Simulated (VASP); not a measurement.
**A slab model of the (0 0 1) face of TiNCl**

Wanted: how the (0 0 1) face of TiNCl relaxes, and what it costs to take an electron out. The start is a cell from a database of measured crystal structures.

Method: PBEsol with D3(BJ), no spin polarisation; plane waves and PAW (Ti, Cl, N), in the first sound run; inputs show where later runs differ, in VASP 6.6.1.

**1. The starting structure**

The structure is orthorhombic, space group Pmmn (No. 59). Conventional cell: a = 3.258 Å, b = 3.937 Å, c = 7.803 Å, α = 90.00°, β = 90.00°, γ = 90.00°. Nearest to Ti lie 4 N at 2.01 Å and 2 Cl at 2.42 Å. Cl has 2 Ti at 2.42 Å nearest. Nearest to N lie 4 Ti at 2.01 Å. Farther neighbours and most contacts between anions are not listed.

Coordinates:

```
Ti Cl N
1.0
     3.25800    0.00000    0.00000
     0.00000    3.93700    0.00000
     0.00000    0.00000    7.80300
Ti Cl N
2 2 2
Direct
  0.50000 0.00000 0.90000
  0.00000 0.50000 0.10000
  0.00000 0.00000 0.67000
  0.50000 0.50000 0.33000
  0.00000 0.00000 0.05000
  0.50000 0.50000 0.95000
```

**2. The bulk reference**

The surface energy counts from the bulk crystal, run with the slab's cutoff and functional on a dense mesh.

Contents of INCAR:

```
SYSTEM = TiNCl
PREC = Normal
ENCUT = 400
EDIFF = 1E-05
NELM = 120
ISMEAR = 0
SIGMA = 0.05
LREAL = .FALSE.
ALGO = Fast
GGA = PS
IVDW = 12
NBANDS = 22
LORBIT = 11
LWAVE = .FALSE.
LCHARG = .FALSE.
KPAR = 2
```

Contents of POSCAR:

```
TiNCl
1.0
    3.2580000000      0.0000000000      0.0000000000
    0.0000000000      3.9370000000      0.0000000000
    0.0000000000      0.0000000000      7.8030000000
Ti Cl N
2 2 2
Direct
    0.5000000000      0.0000000000      0.9000000000
    0.0000000000      0.5000000000      0.1000000000
    0.0000000000      0.0000000000      0.6700000000
    0.5000000000      0.5000000000      0.3300000000
    0.0000000000      0.0000000000      0.0500000000
    0.5000000000      0.5000000000      0.9500000000
```

Contents of KPOINTS:

```
Automatic mesh
0
Gamma
10 8 5
0 0 0
```

PAW data sets: Ti, Cl and N (PBE family, release 64).

The run is started by

```
$ mpirun -np 2 vasp_std
```

The log of the run:

```text
[banner, memory and clock lines left out]
running    2 mpi-ranks, on    1 nodes
 distrk:  each k-point on    1 cores,    2 groups
 distr:  one band on    1 cores,    1 groups

 POSCAR found type information on POSCAR TiClN
 POSCAR found :  3 types and       6 ions
|                                                                             |
|               ----> ADVICE to this user running VASP <----                  |
|                                                                             |
|     You enforced a specific xc type in the INCAR file but a different       |
|     [... a line on the potential file left out ...]
|     I HOPE YOU KNOW WHAT YOU ARE DOING!                                     |
|                                                                             |

 LDA part: xc-table for (Slater+PW92), standard interpolation
 POSCAR, INCAR and KPOINTS ok, starting setup
 FFT: planning ... GRIDC
 FFT: planning ... GRID_SOFT
 FFT: planning ... GRID
 WAVECAR not read
 entering main loop
       N       E                     dE             d eps       ncg     rms          rms(c)
DAV:   1     0.256575641599E+03    0.25658E+03   -0.10719E+04  3960   0.106E+03
DAV:   2    -0.634209099004E+01   -0.26292E+03   -0.24807E+03  4694   0.266E+02
DAV:   3    -0.588442883456E+02   -0.52502E+02   -0.50575E+02  5728   0.125E+02
DAV:   4    -0.608320254353E+02   -0.19877E+01   -0.19834E+01  4420   0.287E+01
DAV:   5    -0.608847784162E+02   -0.52753E-01   -0.52748E-01  5008   0.494E+00    0.379E+01
RMM:   6    -0.484421889451E+02    0.12443E+02   -0.83030E+01  4215   0.525E+01    0.939E+00
RMM:   7    -0.473417651527E+02    0.11004E+01   -0.13659E+01  3960   0.340E+01    0.136E+01
RMM:   8    -0.471405875142E+02    0.20118E+00   -0.22028E+00  4654   0.877E+00    0.677E+00
RMM:   9    -0.470449504589E+02    0.95637E-01   -0.10112E+00  4539   0.553E+00    0.575E-01
RMM:  10    -0.470592931351E+02   -0.14343E-01   -0.17785E-01  5089   0.264E+00    0.626E-01
RMM:  11    -0.470623270864E+02   -0.30340E-02   -0.44214E-02  5191   0.110E+00    0.242E-01
RMM:  12    -0.470630793139E+02   -0.75223E-03   -0.15601E-02  4886   0.871E-01    0.288E-01
RMM:  13    -0.470626252982E+02    0.45402E-03   -0.63379E-03  4789   0.607E-01    0.860E-02
RMM:  14    -0.470627704589E+02   -0.14516E-03   -0.16607E-03  5036   0.203E-01    0.922E-02
RMM:  15    -0.470628532678E+02   -0.82809E-04   -0.21083E-03  4897   0.271E-01    0.878E-02
RMM:  16    -0.470626526148E+02    0.20065E-03   -0.58760E-04  4469   0.197E-01    0.314E-02
RMM:  17    -0.470626684851E+02   -0.15870E-04   -0.22575E-04  4530   0.664E-02    0.146E-02
RMM:  18    -0.470626679956E+02    0.48948E-06   -0.19989E-05  3322   0.332E-02
   1 F= -.48432699E+02 E0= -.48432699E+02  d E =-.465138E-11
```

It took 67 s on 2 MPI ranks of AMD EPYC 7R43, shared host; peak memory 0.4 GiB.

The logs omit lines about the potential files and the build; timing stands in the text.

OUTCAR, selected parts (step 2):

```text
ion  position               nearest neighbor table
   1  0.500  0.000  0.900-   5 2.01   5 2.01   6 2.01   6 2.01   3 2.42   3 2.42   2 2.99   2 2.99
                             2 2.99   2 2.99
   2  0.000  0.500  0.100-   6 2.01   6 2.01   5 2.01   5 2.01   4 2.42   4 2.42   1 2.99   1 2.99
                             1 2.99   1 2.99
   3  0.000  0.000  0.670-   1 2.42   1 2.42
   4  0.500  0.500  0.330-   2 2.42   2 2.42
   5  0.000  0.000  0.050-   1 2.01   1 2.01   2 2.01   2 2.01
   6  0.500  0.500  0.950-   2 2.01   2 2.01   1 2.01   1 2.01

  LATTYP: Found a simple orthorhombic cell.
 ALAT       =     3.2580000000
 B/A-ratio  =     1.2084100675
 C/A-ratio  =     2.3950276243

 Subroutine GETGRP returns: Found  8 space group operations
 (whereof  4 operations were pure point group operations)

The static configuration has the point symmetry C_2v.
 The point group associated with its full space group is D_2h.

 Found     90 irreducible k-points:

   k-points           NKPTS =     90   k-points in BZ     NKDIM =     90   number of bands    NBANDS=     22

   dimension x,y,z NGX =    16 NGY =   20 NGZ =   40
   dimension x,y,z NGXF=    32 NGYF=   40 NGZF=   80

   ENCUT  =  400.0 eV  29.40 Ry    5.42 a.u.   5.31  6.42 12.72*2*pi/ulx,y,z

   NELECT =      32.0000    total number of electrons

 k-points in reciprocal lattice and weights: Automatic mesh
   0.00000000  0.00000000  0.00000000       0.003
   0.10000000  0.00000000  0.00000000       0.005
   0.20000000  0.00000000  0.00000000       0.005
   0.30000000  0.00000000  0.00000000       0.005
   0.40000000  0.00000000  0.00000000       0.005
   0.50000000  0.00000000  0.00000000       0.003
   0.00000000  0.12500000  0.00000000       0.005
   0.10000000  0.12500000  0.00000000       0.010
   0.20000000  0.12500000  0.00000000       0.010
[...]
0.40000000  0.50000000  0.40000000       0.010
   0.50000000  0.50000000  0.40000000       0.005

 average (electrostatic) potential at core
       1 -28.0475       2 -28.0475       3 -93.3375       4 -93.3375       5 -66.0147
       6 -66.0147

 E-fermi :   2.1821

 k-point     1 :       0.0000    0.0000    0.0000
  band No.  band energies     occupation
    ...
     12      -0.4283      2.00000
     13      -0.0518      2.00000
     14       0.2092      2.00000
     15       1.1143      2.00000
     16       1.9721      2.00000
     17       2.4225      0.00000
     18       3.5027      0.00000
     19       3.9858      0.00000
     20       4.0789      0.00000
     21       4.0935      0.00000
    ...

 k-point     2 :       0.1000    0.0000    0.0000
  band No.  band energies     occupation
    ...
     12      -0.4973      2.00000
     13      -0.4166      2.00000
     14       0.3475      2.00000
     15       0.7269      2.00000
     16       1.4332      2.00000
     17       2.8977      0.00000
     18       3.6694      0.00000
     19       3.9663      0.00000
     20       4.0958      0.00000
     21       4.1817      0.00000
    ...

 k-point     3 :       0.2000    0.0000    0.0000
  band No.  band energies     occupation
    ...
     12      -0.5173      2.00000
     13      -0.4367      2.00000
     14       0.2859      2.00000
     15       0.4823      2.00000
     16       0.7861      2.00000
     17       3.4160      0.00000
     18       3.8498      0.00000
     19       3.9088      0.00000
     20       4.1079      0.00000
     21       4.1901      0.00000
    ...

 Edisp (eV)   -1.37003

  Total      -2.96239    -2.38779    -1.85182     0.00000     0.00000     0.00000
  in kB     -47.42142   -38.22336   -29.64364     0.00000     0.00000     0.00000
  external pressure =      -38.43 kB  Pullay stress =        0.00 kB

  energy-cutoff  :      400.00
  volume of cell :      100.09
      direct lattice vectors                 reciprocal lattice vectors
     3.258000000  0.000000000  0.000000000     0.306936771  0.000000000  0.000000000
     0.000000000  3.937000000  0.000000000     0.000000000  0.254000508  0.000000000
     0.000000000  0.000000000  7.803000000     0.000000000  0.000000000  0.128155837

 POSITION                                       TOTAL-FORCE (eV/Angst)
 -----------------------------------------------------------------------------------
      1.62900      0.00000      7.02270         0.000000      0.000000      0.357381
      0.00000      1.96850      0.78030         0.000000      0.000000     -0.357381
      0.00000      0.00000      5.22801         0.000000      0.000000     -0.103222
      1.62900      1.96850      2.57499         0.000000      0.000000      0.103222
      0.00000      0.00000      0.39015         0.000000      0.000000      0.015292
      1.62900      1.96850      7.41285         0.000000      0.000000     -0.015292
 -----------------------------------------------------------------------------------
    total drift:                                0.000000      0.000000      0.000000

  FREE ENERGIE OF THE ION-ELECTRON SYSTEM (eV)
  ---------------------------------------------------
  free  energy   TOTEN  =       -48.4326985827 eV

  energy  without entropy=      -48.4326985827  energy(sigma->0) =      -48.43269858

 total charge
# of ion       s       p       d       tot
------------------------------------------
    1        0.522   0.942   2.687   4.151
    2        0.522   0.942   2.687   4.151
    3        1.596   3.497   0.000   5.093
    4        1.596   3.497   0.000   5.093
    5        1.286   2.400   0.000   3.686
    6        1.286   2.400   0.000   3.686
--------------------------------------------------
tot          6.807  13.680   5.373  25.860

[... 3 further parts left out ...]
```

This run has no spin polarisation, so a moment on Ti, if there is one, isn't seen. The gap is read on the k-mesh alone, so it is an upper bound where the band edges lie off the mesh. LASPH is off, so gradient terms of the non-spherical density inside the spheres are left out; for open d or f shells this can shift gaps and moments. The PAW data sets were made with PBE, which is usual practice but a small mismatch for other functionals. The data set Ti keeps the semicore shell frozen, which is cheaper and a little less accurate.

This step gave:

| Property | Result |
| --- | --- |
| electronic cycles | 18 |
| electrons | 32 |
| free energy (TOTEN) | -48.43 eV |
| Fermi energy | 2.182 eV |
| labelled metallic, from the levels on this mesh | no |
| gap on the k-mesh | 0.4504 eV |
| least direct gap on the k-mesh | 0.4504 eV |

Force by atom:

```csv
atom,x (eV/Å),y (eV/Å),z (eV/Å),size
Ti1,0.000,0.000,0.357,0.357
Ti2,0.000,0.000,-0.357,0.357
Cl3,0.000,0.000,-0.103,0.103
Cl4,0.000,0.000,0.103,0.103
N5,0.000,0.000,0.015,0.015
N6,0.000,0.000,-0.015,0.015
```

The bulk cell was not relaxed and keeps forces of up to 0.36 eV/Å. A relaxed slab gains this strain too, so surface energies counted from it come out too low.

Energy at zero smearing: -48.43270 eV.

[end of part 1 of 4]

[Lines on the potential files, build, host, timing and source positions are cut from VASP's logs without a mark.]

[Logs are printed without paths, hosts, clocks, repeated set-up lines and the standing remarks that a program may print on its own settings, such as how far it seeks lower states.]

[Hosts, paths, dates, database ids (printed as entryN), source tags and the programs' standing remarks are cut or masked in the printed files.]

[In band tables of VASP the shares of atoms and orbitals are scaled to a sum of 1 inside the atoms' spheres.]

[Runs that stopped without an error message from VASP are left out.]
